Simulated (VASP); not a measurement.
K3Ge:

```
CELL_PARAMETERS angstrom
0.00000 4.31101 4.31101
4.31101 0.00000 4.31101
4.31101 4.31101 0.00000
ATOMIC_POSITIONS crystal
Ge 0.00000 0.00000 0.00000
K 0.50000 0.50000 0.50000
K 0.75000 0.75000 0.75000
K 0.25000 0.25000 0.25000
```

The cell comes from a database or a generator and needn't be the stable form of this composition.

* Program: VASP 6.6.1
* Task: single point
* Functional: PBE
* Potentials or basis: VASP PAW PBE potentials, release 64 (Ge_d, K_sv)
* Cutoff: 520 eV
* k mesh: 6 × 6 × 6
* Occupations: fermi-dirac, width 0.05 eV
* Spin: no spin polarisation

On this cell: pressure 0.0 GPa; largest force zero by symmetry; band gap on the k mesh none (metal or under the smearing width).

The same run follows on a disturbed copy (atoms moved at random, drawn with an rms of 0.05 Å):

```xyz
4
Lattice="0.0000 4.3110 4.3110 4.3110 0.0000 4.3110 4.3110 4.3110 0.0000" Properties=species:S:1:pos:R:3 pbc="T T T"
Ge   -0.0416    0.0493   -0.0239
K     4.3169    4.3010    4.3404
K     6.4428    6.4264    6.3959
K     2.1920    2.1571    2.1456
```

Task: What does the disturbed cell give?

Result: The energy (extrapolated to zero smearing) moves by +2.0 meV/atom; pressure 0.1 GPa; largest force 0.108 eV/Å; band gap on the k mesh none (metal or under the smearing width).

Forces in eV/Å, atoms in the order of the input:
```
Ge   0.036 -0.048 -0.018
K    0.004 -0.020 -0.056
K    0.022  0.064  0.084
K   -0.063  0.004 -0.010
```

Stress tensor (GPa, compression positive):
```
0.06 0.05 0.04
0.05 0.06 0.07
0.04 0.07 0.06
```
